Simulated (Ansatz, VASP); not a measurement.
## W2CO2 (W2CO2 MXene, 1 layer): VASP beside Ansatz

Wanted: the spread between two codes on one cell, functional and k mesh. The structure shown is the start of the Ansatz relaxation below; VASP solves that cell, so the two are compared at the walk's first step.

Program: Ansatz 0.2.0. Level of theory: plane waves, with VASP 6.6.1 beside it; single point at PBE. Results are calculated unless marked as measured.

## 1. Starting point

The cell holds 5 atoms: 2 O, 2 W and 1 C. Its edges and angles: a = 3.125 Å, b = 3.125 Å, c = 26.684 Å, α = 90.0°, β = 90.0°, γ = 120.0°. Vacuum lies along c.

## 2. Ansatz: relaxation, PBE

Ansatz runs on its default PAW (the set named soft_2) files.

The two programs are compared at the cell with which this relaxation starts, whose forces are those of its first step.

Input file input.yaml:

```yaml
crystal:
  lattice:
    - [3.125408, 0.0, 0.0]
    - [-1.562704, 2.7066827252, 0.0]
    - [0.0, 0.0, 26.6843915819]
  atoms:
    - { symbol: O, position: [0.3333333333, 0.6666666667, 0.4122259998] }
    - { symbol: W, position: [0.6666666667, 0.3333333333, 0.4537856156] }
    - { symbol: C, position: [0.0, 0.0, 0.5] }
    - { symbol: W, position: [0.3333333333, 0.6666666667, 0.5462143844] }
    - { symbol: O, position: [0.6666666667, 0.3333333333, 0.5877740002] }
kpoints:
  mp_grid: { grid: [12, 12, 1] }
hamiltonian:
  xc: pbe
scf:
  occupations: { method: fermi_dirac, width: 0.05 }
  convergence: { dr2_threshold: 1.0e-08 }
efield:
  axis: 3
  dipole_correction: true
  ramp_position: 0.97
  ramp_width: 0.04
relax:
  f_tol: 0.01
  cell: { fix: [c, alpha, beta] }
output:
  write_potential: true
  write_density: true
  volumetric_format: npy
```

Started as:

```sh
$ ansatz run input.yaml --threads 4 --pin off --max-ram 8192MiB --backend cpu --events-out ev --progress --plain --runs-dir out
```

Numbers of over 12 decimals in the logs are rounded to 6 here.

Output:

```text
Warning: relax.cell: scf.convergence.dr2_threshold = 1e-8 eV is looser than the 5e-10 eV advised for a relaxation that steers and ends on the stress (1e-10 eV for each atom of the cell: 5). What an SCF threshold leaves in a stress goes as its square root, and in the free energy as the threshold itself, and one threshold admits the most on a small cell: [figures from the program's tests cut] Set scf.convergence.dr2_threshold to 5e-10 eV or tighter. The threshold is an SCF's pass mark: one that does not reach it within its budget of iterations ends unconverged, or closes short of it on a stop that the run arms, and scf.convergence.dr2_threshold's page says what that costs each kind of run
Engine: ansatz 0.2.0, aarch64-unknown-linux-gnu
Pseudopotentials: kind: paw
Pseudopotential: O, paw, valence charge 6, recommended cutoff 420 eV (normal), O.paw.azcp
Pseudopotential: W, paw, valence charge 14, recommended cutoff 420 eV (normal), W.paw.azcp
Pseudopotential: C, paw, valence charge 4, recommended cutoff 420 eV (normal), C.paw.azcp
Functional definition: PBE
  parameter kappa = 0.804
  parameter beta = 0.066725
  exchange = pbe_x(kappa = kappa, mu = beta*pi^2/3)
  correlation = pbe_c(beta = beta)
Crystal: 5 atoms, lattice volume = 225.736 Å³
Basis set: ecut = 420 eV, 4361 PW (Γ), exchange–correlation on 48×48×360 points (8 copies of the dense FFT grid, shifted against one another)
Bands: 27, of which v1, the nominal top of the filled ones, is band 22 counted from 1 (21 counted from 0)
Symmetry: 6 space group operations
k-points: 19 of 144 (time reversal used)
Non-local potential: O, projectors of the file, l = 0: 2, l = 1: 2, l = 2: 1
Non-local potential: W, projectors of the file, l = 0: 3, l = 1: 2, l = 2: 2, l = 3: 1
Non-local potential: C, projectors of the file, l = 0: 2, l = 1: 2, l = 2: 1
PAW form: soft (Blöchl's): semilocal exchange-correlation on the pseudo side does not see the compensation charge
PAW one-centre angular grid: O, 110 points (default); XC on 64 Gauss nodes
PAW one-centre angular grid: W, 590 points (default); XC on 64 Gauss nodes
PAW one-centre angular grid: C, 110 points (default); XC on 64 Gauss nodes
Initial density: superposition of atomic densities (neutral atoms: chi_scale 0, normalization atom), corrected by the library's trained network
Initial wavefunctions: pseudopotential atomic-orbital guess
Functional: x = pbe(κ = 0.804, μ = 0.219515), c = pbe(β = 0.066725)
SCF iter   1: F=—  HF=-22154.357814 eV  |F-HF|=—  |Δ(HF+E_count)|=         —  Δρ=5.11e-3  dr2=8.37e-2  ethr=1.77e-3  p=0.000 e·Å  D=2.32e-6 V/Å  ΔV_dip=-0.00 eV  dr2_dipole=2.31e-8  V_vac-E_F(+/−)=5.73/5.73 eV  ⟨swp⟩=9.7  Hψ=3089  notcnv=0
efield: sawtooth ramp at fractional position 0.9700 (set: `efield.ramp_position`, or a place that a band, a saddle search or an elastic batch's reference lends), width 0.0400; the density the first Hamiltonian is built on has a dipole p = 0.000 e·Å; the dipole correction subtracts the counter field D = 2.32e-6 V/Å, which shifts the + side's vacuum level by -0.00 eV against the − side's; the planar-averaged density in the ramp window peaks in size at 3.6e-6 e/Å³
preconditioner: auto → LDOS  [metal: Δε(μ)=0.027 eV  Ē_g=9.011 eV  σ=0.050 eV  W_gap=0.14  n_scr=16 (ndim 8)  ℏωp=13.1 eV  f_vac=0.726  D(μ)=3.68/eV (n_scr^D=14)  β→1.0]
SCF iter   2: F=—  HF=-22154.346849 eV  |F-HF|=—  |Δ(HF+E_count)|=   1.10e-2  Δρ=2.88e-3  dr2=1.51e-2  ethr=1.90e-4  p=0.000 e·Å  D=1.52e-5 V/Å  ΔV_dip=-0.00 eV  dr2_dipole=3.20e-8  V_vac-E_F(+/−)=5.36/5.36 eV  ⟨swp⟩=3.3  Hψ=1129  notcnv=0
SCF iter   3: F=—  HF=-22154.344813 eV  |F-HF|=—  |Δ(HF+E_count)|=   2.04e-3  Δρ=1.04e-3  dr2=1.93e-3  ethr=3.42e-5  p=0.000 e·Å  D=9.58e-6 V/Å  ΔV_dip=-0.00 eV  dr2_dipole=2.00e-9  V_vac-E_F(+/−)=5.44/5.44 eV  ⟨swp⟩=2.9  Hψ=1217  notcnv=0
SCF iter   4: F=—  HF=-22154.344476 eV  |F-HF|=—  |Δ(HF+E_count)|=   3.37e-4  Δρ=1.42e-4  dr2=6.95e-5  ethr=4.38e-6  p=0.000 e·Å  D=3.95e-6 V/Å  ΔV_dip=-0.00 eV  dr2_dipole=5.70e-10  V_vac-E_F(+/−)=5.42/5.42 eV  ⟨swp⟩=2.0  Hψ=779  notcnv=0
SCF iter   5: F=—  HF=-22154.344510 eV  |F-HF|=—  |Δ(HF+E_count)|=   3.42e-5  Δρ=4.32e-5  dr2=3.22e-6  ethr=1.58e-7  p=0.000 e·Å  D=2.42e-6 V/Å  ΔV_dip=-0.00 eV  dr2_dipole=2.55e-10  V_vac-E_F(+/−)=5.41/5.41 eV  ⟨swp⟩=3.1  Hψ=1030  notcnv=0
SCF iter   6: F=—  HF=-22154.344403 eV  |F-HF|=—  |Δ(HF+E_count)|=   1.07e-4  Δρ=9.92e-6  dr2=1.66e-7  ethr=7.32e-9  p=0.000 e·Å  D=2.57e-6 V/Å  ΔV_dip=-0.00 eV  dr2_dipole=5.70e-11  V_vac-E_F(+/−)=5.41/5.41 eV  ⟨swp⟩=2.2  Hψ=941  notcnv=0
[...]
SCF 6 converged in 6 iterations: F = -22154.798328 eV  dr2 = 2.70e-9
relax step   6: F+E_penalty+E_count = -22154.79832769 eV  Δ(F+E_penalty+E_count) = -1.239e-3 eV  max|allowed force component| = 5.197e-3 eV/Å  Δτ_max = 0.0076 Å  P = +0.006 GPa  Ω = 223.866 Å³  energy of the carried Pulay correction = +1.728e-3 eV  fix = [c, alpha, beta]  reactions: c +0.021 GPa  (6 SCF iters, accepted)
Initial wavefunctions: pseudopotential atomic-orbital guess (no wavefunctions were taken with the density)
iter 1 solved again at ethr=4.81e-7 eV; its pass at ethr=3.10e-3 eV (dr2=2.12e-4 eV) is discarded
SCF iter   1: F=—  HF=-22154.796814 eV  |F-HF|=—  |Δ(HF+E_count)|=         —  Δρ=3.36e-5  dr2=3.93e-7  ethr=4.81e-7  p=-0.000 e·Å  D=-1.67e-6 V/Å  ΔV_dip=0.00 eV  dr2_dipole=1.10e-14  V_vac-E_F(+/−)=5.83/5.83 eV  ⟨swp⟩=4.1  Hψ=4850  notcnv=0
efield: sawtooth ramp at fractional position 0.9700 (set: `efield.ramp_position`, or a place that a band, a saddle search or an elastic batch's reference lends), width 0.0400; the density the first Hamiltonian is built on has a dipole p = -0.000 e·Å; the dipole correction subtracts the counter field D = -1.67e-6 V/Å, which shifts the + side's vacuum level by +0.00 eV against the − side's; the planar-averaged density in the ramp window peaks in size at 4.1e-6 e/Å³
preconditioner: auto → LDOS  [insulator: Δε(μ)=0.232 eV  Ē_g=9.321 eV  σ=0.050 eV  W_gap=0.62  n_scr=16 (ndim 8)  ℏωp=13.1 eV  f_vac=0.733  D(μ)=1.30/eV (n_scr^D=8)  ε∞_Penn≈3.0  β→1.0]
SCF iter   2: F=—  HF=-22154.796692 eV  |F-HF|=—  |Δ(HF+E_count)|=   1.22e-4  Δρ=1.78e-5  dr2=5.43e-7  ethr=8.94e-10  p=-0.000 e·Å  D=-1.75e-6 V/Å  ΔV_dip=0.00 eV  dr2_dipole=1.31e-13  V_vac-E_F(+/−)=5.83/5.83 eV  ⟨swp⟩=4.4  Hψ=1546  notcnv=0
SCF iter   3: F=—  HF=-22154.796692 eV  |F-HF|=—  |Δ(HF+E_count)|=   9.15e-8  Δρ=6.23e-6  dr2=7.62e-8  ethr=8.94e-10  p=-0.000 e·Å  D=-1.69e-6 V/Å  ΔV_dip=0.00 eV  dr2_dipole=9.72e-15  V_vac-E_F(+/−)=5.83/5.83 eV  ⟨swp⟩=2.1  Hψ=783  notcnv=0
SCF iter   4: F=-22154.796692 eV  HF=-22154.796692 eV  |F-HF|=1.82e-9  |Δ(HF+E_count)|=   2.30e-8  Δρ=1.35e-6  dr2=3.16e-9  ethr=2.27e-11  p=-0.000 e·Å  D=-1.65e-6 V/Å  ΔV_dip=0.00 eV  dr2_dipole=5.27e-14  V_vac-E_F(+/−)=5.83/5.83 eV  ⟨swp⟩=13.1  Hψ=4939  notcnv=0
SCF 7 converged in 4 iterations: F = -22154.796692 eV  dr2 = 3.16e-9
relax step   7: F+E_penalty+E_count = -22154.79669192 eV  Δ(F+E_penalty+E_count) = +1.636e-3 eV  max|allowed force component| = 5.094e-3 eV/Å  Δτ_max = 0.0000 Å  P = -0.005 GPa  Ω = 223.866 Å³  fix = [c, alpha, beta]  reactions: c +0.016 GPa  stress off target by 1.53e-2 GPa on what of the cell is left free  SCF on the basis re-selected at this cell (its energy is not comparable with the rows above)  (4 SCF iters)
basis re-selected at this cell: Δ(F+E_penalty+E_count) = +1.636e-3 eV, ΔP = -0.011 GPa vs the last step (what re-selecting the basis moved, of the pressure what is left beyond the Pulay correction that the steps carried, after the strain that the cell walked since its last selection, with what the two solves' SCF thresholds leave and, on support functions, any second-order correction that the steps lacked; it is no m [...]
WARN: The output density's exchange-correlation potential varies sharply where the density is thin. Do not read a vacuum level from v_tot or v_xc, or from such a field of the output density. On a cell that repeats whose density bears no net charge and no dipole along the vacuum's axis use v_es (v_loc + v_h of the components); under efield.dipole_correction with no amplitude use v_es + v_field, which holds any externa [...]
SCF converged after 4 iterations
Free energy (F): -22154.796692 eV
Harris-Foulkes:  -22154.796692 eV  (|F-HF|=1.82e-9)
Internal energy: -22154.785846 eV  (E = F + TS)
E sigma→0 (E₀):  -22154.791269 eV
Entropy (-TS):   -0.010846 eV (-2.169 meV/atom)
Fermi energy:    -0.252430 eV
Dipole field:    D = -0.000002 V/Å  (p = -0.000002 e·Å, saw-weighted, corrected)
Work function:   Φ+ = 5.8298 eV   Φ− = 5.8298 eV
Levels:          The Fermi level and band energies are counted from a zero that moves with the ramp; work functions are not
--- Per-component energies (eV) ---
  E_band       = -1008.221721
  E_kinetic    = 1341.834275
  E_local      = -61578.828038  (includes V_loc(G=0)·N_el)
  E_nonlocal   = 121.807915
  E_hartree    = 30079.713955
  E_xc         = -729.985735
  E_vxc        = -726.022800  (∫ρ·V_xc dr)
  E_paw        = -17538.919384  (= ΣΔE_a)
  E_vpaw       = -326.451561  (= ΣTr[D̂ρ^β])
  E_aug_tail   = 0.004694  (compensation charges beyond the density's cutoff)
  E_efield     = 0.000000  (sawtooth field / dipole correction)
  E_vefield    = 0.000023  (∫n·V_field dr)
  E_ewald      = 26149.586472
  E_smearing   = -0.010846  (= −TS)
  E_closure    = 0.000000  (closes the sum)
  Σ components = -22154.796692   (vs F -22154.796692, Δ=0.00e0)
--- Forces (eV/Å), atoms counted from 1 ---
  atom   1  O      0.00000000     0.00000000    -0.00509295
  atom   2  W     -0.00000000    -0.00000000    -0.00057390
  atom   3  C     -0.00000000     0.00000000     0.00000161
  atom   4  W      0.00000000     0.00000000     0.00057196
  atom   5  O     -0.00000000    -0.00000000     0.00509377
  max |Σ_I F_I| component: 4.97e-7 eV/Å
--- Stress (GPa, compression-positive) ---
       -0.015325       0.000000       0.000000
        0.000000      -0.015325      -0.000000
        0.000000      -0.000000       0.016399
  P = ⅓ Tr σ = -0.0048 GPa (-0.048 kbar)
--- Band table (eV; the first three rows and the last of 19) ---
  k-point 0: bands = [... 18 lower, -3.1092, -3.1092, -2.8605, -2.8605, -1.0697, 0.4099, 0.4099, 1.1530, ... 1 higher]
  k-point 1: bands = [... 18 lower, -3.7590, -3.0771, -2.4670, -2.1995, -0.9751, 0.5105, 0.5214, 1.2984, ... 1 higher]
  k-point 2: bands = [... 18 lower, -4.3207, -3.1911, -2.5071, -1.5646, -0.5590, 0.6803, 0.8997, 1.6485, ... 1 higher]
  k-point 18: bands = [... 18 lower, -4.8287, -4.8287, -0.9860, -0.8950, -0.8950, 1.5560, 1.5560, 2.2584, ... 1 higher]
--- Relaxed structure (6 steps of the walk, 6 accepted, 1 SCFs on fresh bases) ---
  F+E_penalty+E_count = -22154.79669192 eV   max|allowed force component| = 5.094e-3 eV/Å   (the final SCF, on the basis selected at the relaxed cell)
  cell:  # Å, volume = 223.8656 Å³
    - [3.112431, 0.0, 0]
    - [-1.556216, 2.695444, 0]
    - [0, 0, 26.6843915819]
  atoms:
    - { symbol: O, position: [0.333333, 0.666667, 0.416100] }
    - { symbol: W, position: [0.666667, 0.333333, 0.458617] }
    - { symbol: C, position: [0, 0, 0.500000] }
    - { symbol: W, position: [0.333333, 0.666667, 0.541383] }
    - { symbol: O, position: [0.666667, 0.333333, 0.583900] }
```

## 3. VASP: single point, PBE, start cell

The same cell, functional, mesh and smearing now go to VASP, with its own data sets.

Lines of VASP's logs that name or quote its potential files are left out, and so is its time.

Input file INCAR:

```
SYSTEM = W2CO2
PREC = Accurate
ENCUT = 520
EDIFF = 1E-06
NELM = 120
ISMEAR = -1
SIGMA = 0.05
LREAL = .FALSE.
ALGO = Normal
GGA = PE
NBANDS = 20
LASPH = .TRUE.
LORBIT = 11
LWAVE = .FALSE.
LCHARG = .FALSE.
ISIF = 2
LDIPOL = .TRUE.
IDIPOL = 3
DIPOL = 0.5 0.5 0.5
LVHAR = .TRUE.
GGA_COMPAT = .FALSE.
NELMDL = -8
KPAR = 2
```

Input file POSCAR:

```
W2CO2
1.0
    3.1254080000      0.0000000000      0.0000000000
   -1.5627040000      2.7066830000      0.0000000000
    0.0000000000      0.0000000000     26.6843920000
O W C
2 2 1
Direct
    0.3333332718      0.6666665435      0.4122259934
    0.6666667282      0.3333334565      0.5877740066
    0.6666667282      0.3333334565      0.4537856062
    0.3333332718      0.6666665435      0.5462143938
    0.0000000000      0.0000000000      0.5000000000
```

Input file KPOINTS:

```
Automatic mesh
0
Gamma
12 12 1
0 0 0
```

Potentials, in the order of the species: O, W and C (PBE family, release 64).

Started as:

```sh
$ mpirun -np 2 vasp_std
```

Output:

```text
[banner, memory and clock lines left out]
running    2 mpi-ranks, on    1 nodes
 distrk:  each k-point on    1 cores,    2 groups
 distr:  one band on    1 cores,    1 groups

 POSCAR found type information on POSCAR O W C
 POSCAR found :  3 types and       5 ions
 LDA part: xc-table for (Slater+PW92), standard interpolation
 POSCAR, INCAR and KPOINTS ok, starting setup
 FFT: planning ... GRIDC
 FFT: planning ... GRID_SOFT
 FFT: planning ... GRID
 WAVECAR not read
 entering main loop
       N       E                     dE             d eps       ncg     rms          rms(c)
DAV:   1     0.232906790438E+03    0.23291E+03   -0.11017E+04   760   0.109E+03
DAV:   2    -0.220696814186E+02   -0.25498E+03   -0.24500E+03  1096   0.260E+02
DAV:   3    -0.569829804250E+02   -0.34913E+02   -0.34105E+02   924   0.109E+02
DAV:   4    -0.583506307686E+02   -0.13677E+01   -0.13437E+01  1160   0.222E+01
DAV:   5    -0.583763150063E+02   -0.25684E-01   -0.25447E-01  1044   0.248E+00
DAV:   6    -0.583772265859E+02   -0.91158E-03   -0.91008E-03  1116   0.409E-01
DAV:   7    -0.583772556000E+02   -0.29014E-04   -0.28980E-04  1064   0.701E-02
DAV:   8    -0.583772568541E+02   -0.12541E-05   -0.12542E-05  1044   0.148E-02    0.441E+01
DAV:   9    -0.496078816685E+02    0.87694E+01   -0.54874E+01   964   0.443E+01    0.147E+01
DAV:  10    -0.492972802139E+02    0.31060E+00   -0.80079E+00   896   0.217E+01    0.111E+01
DAV:  11    -0.489431001306E+02    0.35418E+00   -0.17356E+00  1148   0.116E+01    0.656E-01
DAV:  12    -0.489409131930E+02    0.21869E-02   -0.16494E-01   856   0.326E+00    0.628E-01
DAV:  13    -0.489414411475E+02   -0.52795E-03   -0.19551E-02  1028   0.867E-01    0.256E-01
DAV:  14    -0.489414057883E+02    0.35359E-04   -0.37331E-03   932   0.363E-01    0.234E-01
[...]
DAV:  18    -0.489412937973E+02   -0.30699E-04   -0.78153E-06   972   0.171E-02    0.994E-03
DAV:  19    -0.489413264863E+02   -0.32689E-04   -0.46594E-06   828   0.123E-02    0.197E-03
DAV:  20    -0.489413570029E+02   -0.30517E-04   -0.26700E-06   680   0.726E-03    0.315E-03
DAV:  21    -0.489413638197E+02   -0.68168E-05   -0.30665E-07   588   0.251E-03    0.958E-04
DAV:  22    -0.489413695848E+02   -0.57651E-05   -0.13320E-07   484   0.217E-03    0.176E-03
DAV:  23    -0.489413727358E+02   -0.31510E-05   -0.66412E-08   448   0.176E-03    0.126E-03
DAV:  24    -0.489413744232E+02   -0.16874E-05   -0.54889E-08   420   0.161E-03    0.279E-04
DAV:  25    -0.489413750479E+02   -0.62468E-06   -0.34562E-08   452   0.115E-03
   1 F= -.48941375E+02 E0= -.48925805E+02  d E =-.311395E-01
```

[end of part 1 of 2]

[Lines on the potential files, build, host, timing and source positions are cut from VASP's logs without a mark.]

[Logs are printed without paths, hosts, clocks, repeated set-up lines and the standing remarks that a program may print on its own settings, such as how far it seeks lower states.]

[Hosts, paths, dates, database ids (printed as entryN), source tags and the programs' standing remarks are cut or masked in the printed files.]
